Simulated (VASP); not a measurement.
A convergence study with VASP on TlCl (CsCl type): one setting is varied, all else stays as given below, so the limit is that of these other settings.

```
TlCl
1.0
    3.84000     0.00000     0.00000
    0.00000     3.84000     0.00000
    0.00000     0.00000     3.84000
Tl Cl
1 1
Direct
  0.00000   0.00000   0.00000
  0.50000   0.50000   0.50000
```

All values below come from PBE GGA, VASP's PBE PAW potentials (set 64) (plane waves; VASP 6.6.1). The tightest run used: 550 eV cut-off, 16×16×16 Γ-centred mesh, Gaussian smearing of 0.050 eV, potentials Tl_d Cl.

```csv
setting,E (eV/atom),pressure (GPa),irreducible k-points
1×1×1 mesh,-3.3988,-3.98,1
2×2×2 mesh,-2.8133,4.21,4
3×3×3 mesh,-3.0011,0.99,4
```

These are the cheaper rows. Estimate the results at 16×16×16 mesh, and how far the last row shown lies from them.

```tsv
quantity	tightest run	last row shown is off by
E (eV/atom)	-3.0032	0.0021
pressure (GPa)	1.09	-0.11
```

Left out are rungs that failed or repeat a setting and relaxations that didn't move; long series are thinned to 24 rows.

The compound is TlCl in the CsCl type structure. The cell was not relaxed at this level.
